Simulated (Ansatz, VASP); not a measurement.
## Ge (Germanium) in two plane-wave programs

Aim: how closely do two programs agree when they are given the same cell, functional and k mesh? The cell is taken from a series of runs on this material, whose earlier steps may have relaxed, scaled, displaced or heated it; both programs get it as it stands.

Calculated with Ansatz 0.2.0; plane waves, with VASP 6.6.1 beside it; zone-centre phonons at PBEsol.

This is not the structure that Ge takes at ambient pressure and room temperature (diamond type); it is a model or a phase of other conditions.

### Step 1. Set-up

The structure is tetragonal, space group I4_1/amd (No. 141). Conventional cell: a = 4.062 Å, b = 4.062 Å, c = 5.449 Å, α = 90.00°, β = 90.00°, γ = 90.00°. Ge has 4 Ge at 2.45 Å nearest.

Structure file:

```
Ge
1.0
     0.00000    2.87257    2.72435
     2.87257    0.00000    2.72435
     2.87257    2.87257    0.00000
Ge
2
Cartesian
  2.8726 2.8726 2.7243
  4.3089 4.3089 4.0865
```

### Step 2. VASP: zone-centre phonons, PBEsol

Second derivatives magnify differences that forces hide, and they need a tight electronic threshold.

Lines of VASP's logs that name or quote its potential files are left out, and so is its time.

Input file INCAR:

```
SYSTEM = Ge
PREC = Accurate
ENCUT = 500
EDIFF = 1E-08
NELM = 120
ISMEAR = 1
SIGMA = 0.2
LREAL = .FALSE.
ALGO = Normal
GGA = PS
NBANDS = 20
LORBIT = 11
LWAVE = .FALSE.
LCHARG = .FALSE.
ISIF = 2
IBRION = 8
LASPH = .TRUE.
GGA_COMPAT = .FALSE.
KPAR = 2
```

Input file POSCAR:

```
Ge
1.0
    0.0000000000      2.8725749650      2.7243484556
    2.8725749650      0.0000000000      2.7243484556
    2.8725749650      2.8725749650      0.0000000000
Ge
2
Direct
    0.5000000000      0.5000000000      0.5000000000
    0.7500000000      0.7500000000      0.7500000000
```

Input file KPOINTS:

```
Automatic mesh
0
Gamma
16 16 16
0 0 0
```

PAW data sets: Ge_d (PBE family, release 64).

The run is started by

```sh
$ mpirun -np 2 vasp_std
```

Numbers of over 12 decimals in the logs are rounded to 6 here.

What it wrote:

```text
[banner, memory and clock lines left out]
running    2 mpi-ranks, on    1 nodes
 distrk:  each k-point on    1 cores,    2 groups
 distr:  one band on    1 cores,    1 groups

 POSCAR found type information on POSCAR Ge
 POSCAR found :  1 types and       2 ions
|                                                                             |
|               ----> ADVICE to this user running VASP <----                  |
|                                                                             |
|     You enforced a specific xc type in the INCAR file but a different       |
|     [... a line on the potential file left out ...]
|     I HOPE YOU KNOW WHAT YOU ARE DOING!                                     |
|                                                                             |

 LDA part: xc-table for (Slater+PW92), standard interpolation
 POSCAR, INCAR and KPOINTS ok, starting setup
 FFT: planning ... GRIDC
 FFT: planning ... GRID_SOFT
 FFT: planning ... GRID
 WAVECAR not read
 entering main loop
       N       E                     dE             d eps       ncg     rms          rms(c)
DAV:   1     0.182310844925E+03    0.18231E+03   -0.14657E+04 15072   0.375E+03
DAV:   2     0.156180633547E+02   -0.16669E+03   -0.16218E+03 13992   0.585E+02
DAV:   3    -0.919571406737E+01   -0.24814E+02   -0.24632E+02 15748   0.144E+02
DAV:   4    -0.999544109425E+01   -0.79973E+00   -0.79914E+00 15760   0.305E+01
DAV:   5    -0.100086757144E+02   -0.13235E-01   -0.13234E-01 15648   0.428E+00    0.328E+00
DAV:   6    -0.990334194779E+01    0.10533E+00   -0.37719E-02 18316   0.240E+00    0.187E+00
DAV:   7    -0.985317769807E+01    0.50164E-01   -0.62417E-02 14676   0.256E+00    0.155E-01
DAV:   8    -0.985419346873E+01   -0.10158E-02   -0.70880E-03 15892   0.122E+00    0.522E-02
DAV:   9    -0.985429772349E+01   -0.10425E-03   -0.22814E-04 15720   0.208E-01    0.105E-02
DAV:  10    -0.985430969791E+01   -0.11974E-04   -0.18145E-05 18524   0.392E-02    0.522E-03
DAV:  11    -0.985431084369E+01   -0.11458E-05   -0.40994E-06 18724   0.320E-02    0.136E-03
DAV:  12    -0.985431044229E+01    0.40141E-06   -0.80919E-07 18608   0.181E-02    0.286E-04
DAV:  13    -0.985431042547E+01    0.16815E-07   -0.17210E-08 12756   0.154E-03    0.159E-04
DAV:  14    -0.985431040165E+01    0.23819E-07   -0.60867E-09  9212   0.155E-03    0.264E-05
DAV:  15    -0.985431040212E+01   -0.46293E-09   -0.10183E-09  8064   0.465E-04
   1 F= -.98543104E+01 E0= -.98543705E+01  d E =0.180209E-03
 Linear response reoptimize wavefunctions to high precision
DAV:   1    -0.985431040410E+01   -0.19845E-08   -0.31369E-10  8516   0.268E-04
DAV:   2    -0.985431040412E+01   -0.16371E-10   -0.91274E-11  7860   0.125E-04
 Linear response DOF=           2
 Linear response progress:
  Degree of freedom:   1/  2
       N       E                     dE             d eps       ncg     rms          rms(c)
RMM:   1    -0.186818835177E+00   -0.18682E+00    0.83118E+00 53583   0.448E+01
RMM:   2    -0.193981126244E+00   -0.71623E-02   -0.12841E-02 70538   0.109E+00    0.760E-02
RMM:   3    -0.194033139690E+00   -0.52013E-04   -0.98245E-04 75866   0.323E-01    0.440E-02
RMM:   4    -0.193953414942E+00    0.79725E-04   -0.57889E-05 80414   0.789E-02    0.449E-03
RMM:   5    -0.193954750462E+00   -0.13355E-05   -0.41118E-06 77426   0.173E-02    0.245E-03
RMM:   6    -0.193960118461E+00   -0.53680E-05   -0.23789E-07 78415   0.478E-03    0.286E-04
RMM:   7    -0.193959009958E+00    0.11085E-05   -0.23516E-07 80908   0.148E-03    0.170E-04
RMM:   8    -0.193957509553E+00    0.15004E-05   -0.11097E-07 81561   0.560E-04    0.379E-05
RMM:   9    -0.193957489069E+00    0.20485E-07   -0.60644E-08 82651   0.222E-04    0.203E-05
RMM:  10    -0.193957641548E+00   -0.15248E-06   -0.37016E-08 82713   0.977E-05    0.569E-06
RMM:  11    -0.193957678045E+00   -0.36496E-07   -0.24641E-08 84993   0.517E-05    0.249E-06
RMM:  12    -0.193957699032E+00   -0.20988E-07   -0.17805E-08 81596   0.325E-05    0.965E-07
RMM:  13    -0.193957704193E+00   -0.51606E-08   -0.90698E-09 66862   0.241E-05    0.354E-07
 first order change of Fermi-energy   0.13299E-04
 force on displaced ion       1 direction 1 : -11.155   0.000   0.000
 Linear response progress:
  Degree of freedom:   2/  2
       N       E                     dE             d eps       ncg     rms          rms(c)
RMM:   1    -0.186288483760E+00   -0.18629E+00    0.86233E+00 30149   0.455E+01
RMM:   2    -0.193512922082E+00   -0.72244E-02   -0.13356E-02 40364   0.109E+00    0.719E-02
RMM:   3    -0.193525497315E+00   -0.12575E-04   -0.89552E-04 42739   0.308E-01    0.417E-02
RMM:   4    -0.193428288224E+00    0.97209E-04   -0.62966E-05 45474   0.794E-02    0.481E-03
RMM:   5    -0.193430353276E+00   -0.20651E-05   -0.30856E-06 43894   0.172E-02    0.237E-03
RMM:   6    -0.193437289275E+00   -0.69360E-05   -0.26640E-07 44786   0.485E-03    0.342E-04
RMM:   7    -0.193436493551E+00    0.79572E-06    0.62139E-08 45508   0.144E-03    0.197E-04
RMM:   8    -0.193435635215E+00    0.85834E-06    0.44448E-08 46554   0.514E-04    0.419E-05
RMM:   9    -0.193435521128E+00    0.11409E-06    0.33707E-08 46144   0.208E-04    0.176E-05
RMM:  10    -0.193435625456E+00   -0.10433E-06    0.99120E-09 46675   0.917E-05    0.530E-06
RMM:  11    -0.193435662689E+00   -0.37232E-07    0.26996E-09 46803   0.487E-05    0.218E-06
RMM:  12    -0.193435679756E+00   -0.17067E-07   -0.30384E-09 45706   0.307E-05    0.155E-06
RMM:  13    -0.193435693908E+00   -0.14152E-07    0.32878E-09 42102   0.231E-05    0.341E-07
RMM:  14    -0.193435697854E+00   -0.39458E-08    0.85801E-10 37450   0.195E-05    0.574E-08
 first order change of Fermi-energy   0.35859E-03
 force on displaced ion       1 direction 3 :   0.000   0.000 -11.197
 Linear response finished
```

OUTCAR, selected parts (step 2):

```text
ion  position               nearest neighbor table
   1  0.500  0.500  0.500-   2 2.45   2 2.45   2 2.45   2 2.45
   2  0.750  0.750  0.750-   1 2.45   1 2.45   1 2.45   1 2.45

  LATTYP: Found a body centered tetragonal cell.
 ALAT       =     4.0624344744
 C/A-ratio  =     1.3412393346

 Subroutine GETGRP returns: Found 16 space group operations
 (whereof  8 operations were pure point group operations)

The static configuration has the point symmetry D_2d.
 The point group associated with its full space group is D_4h.

 Found    349 irreducible k-points:

   k-points           NKPTS =    349   k-points in BZ     NKDIM =    349   number of bands    NBANDS=     20

   dimension x,y,z NGX =    30 NGY =   30 NGZ =   30
   dimension x,y,z NGXF=    60 NGYF=   60 NGZF=   60

   ENCUT  =  500.0 eV  36.75 Ry    6.06 a.u.   7.22  7.22  7.41*2*pi/ulx,y,z

   NELECT =      28.0000    total number of electrons

 k-points in reciprocal lattice and weights: Automatic mesh
   0.00000000  0.00000000  0.00000000       0.000
   0.06250000  0.00000000  0.00000000       0.002
   0.12500000  0.00000000  0.00000000       0.002
   0.18750000  0.00000000  0.00000000       0.002
   0.25000000  0.00000000  0.00000000       0.002
   0.31250000 -0.00000000  0.00000000       0.002
   0.37500000  0.00000000  0.00000000       0.002
   0.43750000  0.00000000  0.00000000       0.002
   0.50000000  0.00000000  0.00000000       0.001
[...]
-0.31250000  0.18750000  0.50000000       0.001
  -0.25000000  0.25000000  0.50000000       0.000

 average (electrostatic) potential at core
       1 -74.1031       2 -74.1031

  Total       -0.0386091     -0.0386091      0.9230588      0.0000000      0.0000000     -0.0000000
  in kB       -1.3758308     -1.3758308     32.8930796      0.0000000      0.0000000     -0.0000000
  external PRESSURE =      10.0471393 kB  Pullay stress =       0.0000000 kB

  energy-cutoff  :      500.00
  volume of cell :       44.96
      direct lattice vectors                 reciprocal lattice vectors
     0.000000000  2.872574965  2.724348456    -0.174059861  0.174059861  0.183530120
     2.872574965  0.000000000  2.724348456     0.174059861 -0.174059861  0.183530120
     2.872574965  2.872574965  0.000000000     0.174059861  0.174059861 -0.183530120

 POSITION                                       TOTAL-FORCE (eV/Angst)
 -----------------------------------------------------------------------------------
      2.87257      2.87257      2.72435         0.000000     -0.000000      0.000000
      4.30886      4.30886      4.08652        -0.000000      0.000000     -0.000000
 -----------------------------------------------------------------------------------
    total drift:                                0.000000     -0.000000     -0.000000

 Eigenvectors and eigenvalues of the dynamical matrix
 ----------------------------------------------------

   1 f  =    8.681804 THz    54.549385 2PiTHz  289.593819 cm-1    35.905041 meV
             X         Y         Z           dx          dy          dz
      2.872575  2.872575  2.724348     0.000000    0.000000    0.707107
      4.308862  4.308862  4.086523     0.000000    0.000000   -0.707107

   2 f  =    8.665657 THz    54.447927 2PiTHz  289.055197 cm-1    35.838261 meV
             X         Y         Z           dx          dy          dz
      2.872575  2.872575  2.724348     0.000000    0.707107   -0.000000
      4.308862  4.308862  4.086523    -0.000000   -0.707107   -0.000000

   3 f  =    8.665657 THz    54.447927 2PiTHz  289.055197 cm-1    35.838261 meV
             X         Y         Z           dx          dy          dz
      2.872575  2.872575  2.724348     0.707107   -0.000000   -0.000000
      4.308862  4.308862  4.086523    -0.707107    0.000000   -0.000000

   4 f  =    0.000000 THz     0.000001 2PiTHz    0.000004 cm-1     0.000001 meV
             X         Y         Z           dx          dy          dz
      2.872575  2.872575  2.724348    -0.088340   -0.650311   -0.263233
      4.308862  4.308862  4.086523    -0.088340   -0.650311   -0.263233

   5 f  =    0.000000 THz     0.000001 2PiTHz    0.000003 cm-1     0.000000 meV
             X         Y         Z           dx          dy          dz
      2.872575  2.872575  2.724348     0.700441   -0.096776    0.004017
      4.308862  4.308862  4.086523     0.700441   -0.096776    0.004017

   6 f  =    0.000000 THz     0.000000 2PiTHz    0.000002 cm-1     0.000000 meV
             X         Y         Z           dx          dy          dz
      2.872575  2.872575  2.724348    -0.039721   -0.260250    0.656272
      4.308862  4.308862  4.086523    -0.039721   -0.260250    0.656272

 ELASTIC MODULI CONTR FROM IONIC RELAXATION (kBar)
 Direction    XX          YY          ZZ          XY          YZ          ZX
 --------------------------------------------------------------------------------
 XX           0.0000      0.0000      0.0000      0.0000      0.0000      0.0000
 YY           0.0000      0.0000      0.0000      0.0000      0.0000      0.0000
 ZZ           0.0000      0.0000      0.0000      0.0000      0.0000      0.0000
 XY           0.0000      0.0000      0.0000   -249.6256      0.0000      0.0000
 YZ           0.0000      0.0000      0.0000      0.0000   -236.4307      0.0000
 ZX           0.0000      0.0000      0.0000      0.0000      0.0000   -207.7712
 --------------------------------------------------------------------------------
```

The gap is under twice the smearing width, so the edge states are partly filled and the run can't tell a small gap from a semimetal. Methfessel-Paxton smearing is not meant for a cell with a gap.

### Step 3. Ansatz: zone-centre phonons, PBEsol

Ansatz runs on its PAW soft_1 files.

The same cell, functional, mesh and smearing now go to Ansatz, which takes its cutoff from its data sets.

Input file input.yaml:

```yaml
crystal:
  lattice:
    - [0.0, 2.872574965, 2.7243484556]
    - [2.872574965, 0.0, 2.7243484556]
    - [2.872574965, 2.872574965, 0.0]
  atoms:
    - { symbol: Ge, position: [0.5, 0.5, 0.5] }
    - { symbol: Ge, position: [0.75, 0.75, 0.75] }
kpoints:
  mp_grid: { grid: [16, 16, 16] }
hamiltonian:
  xc: pbesol
  pseudopotentials: { kind: paw, azcp: { folder: soft_1 }, xc_functional: pbe }
scf:
  occupations: { method: methfessel_paxton, width: 0.2 }
output:
  eigenvalues: true
phonons:
  method: dfpt
```

The run is started by

```sh
$ ansatz run input.yaml --threads 4 --pin off --max-ram 10240MiB --backend cpu --events-out ev --progress --plain --runs-dir out
```

What it wrote:

```text
zone centre: on kpoints.mp_grid the ground state, and the responses unless they are solved on pairs of k-points, stand on 621 of the mesh's 4096 k-points, reduced under 4 symmetry operations, with k and −k counted as one. Each operation leaves every solved displacement unchanged or reverses it
Engine: ansatz 0.2.0, aarch64-unknown-linux-gnu
Pseudopotentials: kind: paw
Pseudopotential: Ge, paw, valence charge 14, recommended cutoff 420 eV (normal), soft_1/Ge.paw.azcp
Functional definition: PBEsol
  exchange = pbesol_x
  correlation = pbesol_c
Crystal: 2 atoms, lattice volume = 44.961 Å³
Basis set: ecut = 420 eV, 925 PW (Γ), exchange–correlation on 64×64×64 points (8 copies of the dense FFT grid, shifted against one another)
Bands: 18, of which v1, the nominal top of the filled ones, is band 14 counted from 1 (13 counted from 0)
Symmetry: 16 space group operations
k-points: 621 of 4096 (irreducible under 4 space group operations, time reversal used)
Non-local potential: Ge, projectors of the file, l = 0: 2, l = 1: 2, l = 2: 3, l = 3: 1
PAW form: soft (Blöchl's): semilocal exchange-correlation on the pseudo side does not see the compensation charge
PAW frozen core: Ge, regenerated for the run's functional, and the local potential with it (the file was generated under x = pbe(κ = 0.804, μ = 0.219515), c = pbe(β = 0.066725))
PAW one-centre angular grid: Ge, 590 points (default); XC on 64 Gauss nodes
Initial density: superposition of atomic densities (chi_scale 0.1, normalization cell)
Initial wavefunctions: pseudopotential atomic-orbital guess
Functional: x = pbesol(κ = 0.804, μ = 0.123457), c = pbesol(β = 0.046)
SCF iter   1: F=—  HF=-8507.058654 eV  |F-HF|=—  |Δ(HF+E_count)|=         —  Δρ=3.56e-2  dr2=4.52e-1  ethr=3.10e-3  ⟨swp⟩=5.1  Hψ=50617  notcnv=0
preconditioner: auto → none  [insulator: Δε(μ)=0.134 eV  Ē_g=23.308 eV  σ=0.200 eV  W_gap=0.53  n_scr=14 (ndim 8)  ℏωp=29.3 eV  f_vac=0.000  D(μ)=0.04/eV (n_scr^D=0)  ε∞_Penn≈2.6]
SCF iter   2: F=—  HF=-8506.993410 eV  |F-HF|=—  |Δ(HF+E_count)|=   6.52e-2  S|Δr|=    0.00e0  Δρ=1.69e-2  dr2=8.43e-2  ethr=1.61e-3  ⟨swp⟩=1.0  Hψ=16148  notcnv=0
SCF iter   3: F=—  HF=-8506.986846 eV  |F-HF|=—  |Δ(HF+E_count)|=   6.56e-3  S|Δr|=    0.00e0  Δρ=1.67e-3  dr2=3.22e-4  ethr=3.01e-4  ⟨swp⟩=2.0  Hψ=13033  notcnv=0
SCF iter   4: F=—  HF=-8506.987067 eV  |F-HF|=—  |Δ(HF+E_count)|=   2.21e-4  S|Δr|=    0.00e0  Δρ=2.93e-4  dr2=2.86e-5  ethr=1.15e-6  ⟨swp⟩=2.0  Hψ=19316  notcnv=0
SCF iter   5: F=—  HF=-8506.987005 eV  |F-HF|=—  |Δ(HF+E_count)|=   6.17e-5  S|Δr|=    0.00e0  Δρ=7.76e-5  dr2=1.84e-6  ethr=1.02e-7  ⟨swp⟩=2.0  Hψ=19882  notcnv=0
SCF iter   6: F=—  HF=-8506.987004 eV  |F-HF|=—  |Δ(HF+E_count)|=   1.46e-6  S|Δr|=    0.00e0  Δρ=1.98e-5  dr2=1.16e-7  ethr=6.58e-9  ⟨swp⟩=2.0  Hψ=19333  notcnv=0
SCF iter   7: F=—  HF=-8506.987004 eV  |F-HF|=—  |Δ(HF+E_count)|=   6.28e-8  S|Δr|=    0.00e0  Δρ=1.09e-6  dr2=2.81e-10  ethr=4.15e-10  ⟨swp⟩=2.0  Hψ=19875  notcnv=0
SCF iter   8: F=-8506.987004 eV  HF=-8506.987004 eV  |F-HF|=0.00e0  |Δ(HF+E_count)|=  2.36e-10  S|Δr|=    0.00e0  Δρ=4.99e-8  dr2=1.35e-12  ethr=1.00e-12  ⟨swp⟩=6.0  Hψ=50506  notcnv=0
SCF 1 converged in 8 iterations: F = -8506.987004 eV  dr2 = 1.35e-12
  greatest PAW one-centre occupation: 0.998 electrons in one spin orbital (limit 2), on the Ge atom at site 1 (counted from 0), in its partial waves of l = 2
DFPT response loops at Γ: preconditioner auto → Kerker (q_TF=auto, 2.521 Å⁻¹) (partly filled bands, converged f_vac=0.056); β = 1.00, the filter's whole step (`scf.mixing.beta` (0.50) is not read by the response loops under this deck's `scf.mixing.preconditioner`; to damp them name `kerker` or `kerker_dos`, under which they read `scf.mixing.beta`, and type it under 1.00, their step now; both keys bind the ground state too); Broyden in place of MSR1
SCF converged after 8 iterations
Stability not checked: this state was not tested for a lower state beside it, because cold or Methfessel-Paxton smearing, or corrected tetrahedra, fill the levels in a way that the test cannot read (fill_not_monotonic; see scf.lower_state_search)
Free energy (F): -8506.987004 eV
Harris-Foulkes:  -8506.987004 eV  (|F-HF|=0.00e0)
Internal energy: -8506.987181 eV  (E = F + TS)
E sigma→0 (E₀):  -8506.987048 eV
Entropy (-TS):   0.000177 eV (0.088 meV/atom)
Fermi energy:    8.571052 eV
Step filling:    the computed levels leave a gap of 0.0550 eV = 0.3 smearing widths at the electron count; against every level under it full and every level over it empty, smearing changes F+E_penalty+E_count by +0.028 meV and its σ→0 estimate by -0.017 meV
--- Per-component energies (eV) ---
  E_band       = -301.400309
  E_kinetic    = 186.043387
  E_local      = -4491.570558  (includes V_loc(G=0)·N_el)
  E_nonlocal   = 438.871041
  E_hartree    = 2139.592781
  E_xc         = -142.359221
  E_vxc        = -130.547047  (∫ρ·V_xc dr)
  E_paw        = -3944.809924  (= ΣΔE_a)
  E_vpaw       = -583.382672  (= ΣTr[D̂ρ^β])
  E_aug_tail   = 0.000030  (compensation charges beyond the density's cutoff)
  E_ewald      = -2694.590592
  E_core_change = 1.835876  (= ΣΔE_core)
  E_smearing   = 0.000177  (= −TS)
  E_closure    = 0.000000  (closes the sum)
  Σ components = -8506.987004   (vs F -8506.987004, Δ=0.00e0)
--- Band table (eV; the first three rows and the last of 621) ---
  k-point 0: bands = [... 10 lower, -4.3386, 8.3745, 8.3745, 8.5272, 8.7628, 10.8775, 11.1323, 11.1323]
  k-point 1: bands = [... 10 lower, -4.2904, 7.3537, 8.2712, 8.5379, 9.3434, 11.0071, 11.2597, 11.3387]
  k-point 2: bands = [... 10 lower, -4.1465, 6.1305, 8.0200, 8.3112, 9.5224, 11.3730, 11.5612, 12.0288]
  k-point 620: bands = [... 10 lower, -0.2470, -0.2470, 5.1520, 5.1520, 8.8855, 8.8855, 18.0543, 18.0543]
--- Phonons (Γ-DFPT): 2 representative perturbations + reference, on 621 of 4096 k-points (Σ response iterations 6) ---
  k mesh reduced under 4 symmetry operations, with k and −k counted as one. Each operation leaves every solved displacement unchanged or reverses it
  ASR residual: 2.379e-5 → 0.000e0 eV/Å²; symmetrization residual: 1.137e-12 eV/Å²
  ASR residual per site (eV/Å²): 2.38e-5 2.38e-5
  Γ frequencies (cm⁻¹): 0.00 0.00 0.00 288.51 288.51 289.30
  non-analytic LO–TO correction: not included (Born effective charges unavailable; polar crystals: no LO–TO splitting at Γ)
```

### Step 4. Differences

Known differences besides the potentials themselves: the cutoff is 420 eV in Ansatz and 500 eV in VASP; Ansatz makes its cores anew for this functional, VASP keeps those of its PBE data sets. Total energies have different zeros and are not compared.

Both answers:

```csv
quantity,Ansatz,VASP,difference
optical mode 1 to 2 (cm⁻¹),288.5,289.1,-0.19 %
optical mode 3 (cm⁻¹),289.3,289.6,-0.10 %
```

Modes are paired by rising frequency, not by their patterns, so a pair may set unlike modes beside each other; they are those without the splitting of longitudinal modes.

### Step 5. Summary of results

* r.m.s. difference of the optical zone-centre modes, each program's sorted by frequency (zone-centre phonons, PBEsol): 0.48 cm⁻¹

The r.m.s. difference of the optical zone-centre modes, each program's sorted by frequency is 0.48 cm⁻¹ (zone-centre phonons, PBEsol). Such differences can come from data sets, numerical settings and the points named under the comparisons, not from the functional's error against experiment.

[Lines on the potential files, build, host, timing and source positions are cut from VASP's logs without a mark.]

[Logs are printed without paths, hosts, clocks, repeated set-up lines and the standing remarks that a program may print on its own settings, such as how far it seeks lower states.]

[Hosts, paths, dates, database ids (printed as entryN), source tags and the programs' standing remarks are cut or masked in the printed files.]
